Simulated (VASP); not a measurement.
VASP runs on Ho (hcp) share one base input (PBE GGA, plane waves, VASP's PBE PAW potentials (set 64)) and change the settings named in each case.

**INCAR**
```
SYSTEM=Ho
PREC=Accurate; ENCUT=400; LREAL=.FALSE.
LASPH=.TRUE.
EDIFF=1E-6; NELM=100; ALGO=Normal
LMAXMIX=6
ISMEAR=1; SIGMA=0.1
GGA=PE
ISIF=2
LWAVE=.FALSE.; LCHARG=.FALSE.
```

File POSCAR:
```
Ho
1
    1.8258000000    -3.1623780000     0.0000000000
    1.8258000000     3.1623780000     0.0000000000
    0.0000000000     0.0000000000     5.7324000000
Ho
2
Direct
  0.3333330000   0.6666670000   0.2500000000
  0.6666670000   0.3333330000   0.7500000000
```

**KPOINTS**
```
Automatic mesh
0
Gamma
 10 10 6
```

POTCAR, in this order: Ho_3 (PBE.64 set). Program: vasp_std.

```json
[
 {"change": "base run", "E(σ→0) (eV/atom)": "-4.5050", "pressure (GPa)": "-2.16", "plane waves": "1220"},
 {"change": "ENCUT = 175", "E(σ→0) (eV/atom)": "-4.4867", "pressure (GPa)": "-2.56", "plane waves": "360"},
 {"change": "ENCUT = 225", "E(σ→0) (eV/atom)": "-4.5006", "pressure (GPa)": "-2.25", "plane waves": "537"},
 {"change": "ENCUT = 450", "E(σ→0) (eV/atom)": "-4.5052", "pressure (GPa)": "-2.16", "plane waves": "1456"},
 {"change": "ENCUT = 600", "E(σ→0) (eV/atom)": "-4.5054", "pressure (GPa)": "-2.15", "plane waves": "2243"},
 {"change": "ENCUT = 625", "E(σ→0) (eV/atom)": "-4.5054", "pressure (GPa)": "-2.15", "plane waves": "2388"},
 {"change": "ENCUT = 750", "E(σ→0) (eV/atom)": "-4.5053", "pressure (GPa)": "-2.15", "plane waves": "3122"}
]
```
 The 4f electrons are frozen in the core of the lanthanide potential, so 4f levels, which can set the real gap, and their magnetism are missing.

Left out are runs that ran out of time, are held back, or changed the cell or the kind of run, fixed moments of cells without a moment, rows past the twelfth, gaps on odd meshes, pressures of charged cells and columns that move by less than the noise.

The compound is Ho in the hcp structure. The cell was not relaxed at this level.
